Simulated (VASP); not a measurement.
## Sr8Ti8NO23 (a cell with a defect): single point with HSE06

Sr8Ti8NO23 (a cell with a defect):

```
CELL_PARAMETERS angstrom
7.88041 0.00000 0.00000
0.00000 -7.88041 0.00000
0.00000 0.00000 -7.88041
ATOMIC_POSITIONS crystal
Sr 0.24988 0.24531 0.24488
Sr 0.24985 0.24534 0.75397
Sr 0.24988 0.75458 0.24478
Sr 0.24985 0.75454 0.75407
Sr 0.74996 0.24757 0.24714
Sr 0.74984 0.24756 0.75174
Sr 0.74988 0.75217 0.24718
Sr 0.74977 0.75220 0.75172
Ti 0.99733 0.50003 0.49972
Ti 0.00089 0.49991 0.99985
Ti 0.00092 0.00010 0.49947
Ti 0.99868 0.99990 0.99940
Ti 0.50221 0.49942 0.49868
Ti 0.49898 0.50004 0.99868
Ti 0.49900 0.99941 0.49972
Ti 0.50106 0.00006 0.99971
N 0.24954 0.50044 0.49933
O 0.24982 0.50004 0.00000
O 0.24980 0.99988 0.49987
O 0.24986 0.00000 0.99986
O 0.74954 0.49995 0.50013
O 0.74985 0.50001 0.99912
O 0.74985 0.00042 0.49988
O 0.74998 0.00003 0.99986
O 0.00130 0.24995 0.49984
O 0.99973 0.25010 0.99979
O 0.00080 0.75032 0.49983
O 0.99974 0.75004 0.99979
O 0.49800 0.24987 0.49958
O 0.50006 0.25008 0.99970
O 0.49857 0.75029 0.49968
O 0.50005 0.74994 0.99967
O 0.00076 0.50011 0.24965
O 0.00141 0.50010 0.74996
O 0.99974 0.00009 0.24991
O 0.99972 0.00009 0.74981
O 0.49868 0.50005 0.24943
O 0.49790 0.49995 0.74988
O 0.50005 0.00004 0.24983
O 0.50007 0.00007 0.74966
```

```json
{
  "Program": "VASP 6.6.1",
  "Task": "single point",
  "Functional": "HSE06",
  "Potentials or basis": "VASP PAW PBE potentials, release 64 (Sr_sv, Ti_sv, N, O)",
  "Cutoff": "400 eV",
  "k mesh": "1 × 1 × 1",
  "Occupations": "gaussian, width 0.01 eV",
  "Spin": "no spin polarisation",
  "Grid for exact exchange (PRECFOCK)": "Fast",
  "Screening parameter": "0.2 1/A",
  "Further INCAR settings": "PREC = Normal; LREAL = Auto; ALGO = Normal; EDIFF = 1e-06; NBANDS = 186; NELECT = 318.0"
}
```

```yaml
Largest_force: 0.699 eV/Å
Band_gap_on_the_k_mesh: 0.67 eV, direct
```

Forces on the atoms (eV/Å):
```
Sr   0.001 -0.064 -0.067
Sr  -0.001  0.281 -0.279
Sr  -0.001 -0.281  0.280
Sr  -0.004  0.071  0.073
Sr  -0.003  0.036  0.032
Sr   0.003  0.018 -0.017
Sr   0.001 -0.023  0.017
Sr   0.005 -0.028 -0.027
Ti  -0.621  0.043  0.048
Ti   0.122  0.026  0.063
Ti   0.121  0.051  0.072
Ti   0.034  0.022  0.062
Ti   0.682  0.090  0.125
Ti  -0.086  0.022  0.104
Ti  -0.080  0.081  0.057
Ti  -0.034  0.022  0.056
N    0.006 -0.020 -0.050
O   -0.017 -0.004 -0.022
O   -0.015 -0.022 -0.013
O    0.015 -0.003 -0.012
O   -0.013 -0.030 -0.036
O   -0.010 -0.004 -0.030
O   -0.016 -0.016 -0.010
O   -0.018 -0.002 -0.015
O    0.113 -0.122 -0.115
O   -0.023 -0.099 -0.002
O    0.109  0.088  0.097
O   -0.022  0.073 -0.028
O   -0.131 -0.164 -0.127
O    0.022 -0.075 -0.013
O   -0.127  0.049  0.084
O    0.022  0.064 -0.038
O    0.112 -0.111 -0.107
O    0.120  0.100  0.093
O   -0.023  0.006 -0.113
O   -0.023 -0.020  0.041
O   -0.134 -0.118 -0.184
O   -0.129  0.089  0.036
O    0.021 -0.001 -0.085
O    0.021 -0.028  0.047
```

Levels at points of the mesh, in eV from the valence-band top:
```
           k point  band 156  band 157  band 158  band 159  band 160  band 161  band 162  band 163
(0.00, 0.00, 0.00)     -0.38     -0.38     -0.37      0.00      0.67      2.66      2.67      2.68
```

Core levels (eV, on the scale of the bands):
| atom | levels |
| --- | --- |
| 1 Sr | 1s -15923.3, 2s -2145.8, 2p -1905.2, 3s -321.7, 3p -244.1, 3d -116.0 |
| 2 Sr | 1s -15923.5, 2s -2146.0, 2p -1905.4, 3s -321.9, 3p -244.3, 3d -116.2 |
| 3 Sr | 1s -15923.5, 2s -2146.0, 2p -1905.4, 3s -321.9, 3p -244.3, 3d -116.2 |
| 4 Sr | 1s -15923.3, 2s -2145.8, 2p -1905.2, 3s -321.7, 3p -244.1, 3d -116.0 |
| 5 Sr | 1s -15923.5, 2s -2146.0, 2p -1905.4, 3s -321.9, 3p -244.3, 3d -116.2 |
| 6 Sr | 1s -15923.5, 2s -2146.0, 2p -1905.4, 3s -321.9, 3p -244.3, 3d -116.2 |

Wall time 13 min on 8 MPI ranks on Intel(R) Xeon(R) Platinum 8375C CPU @ 2.90GHz (Ice Lake), on a shared host, peak memory 0.35 GiB a rank.

Caveat: the cell is charged against a uniform background, so pressure and absolute levels hang on convention; the PAW data sets were made with another functional, which shifts forces and pressure a little.
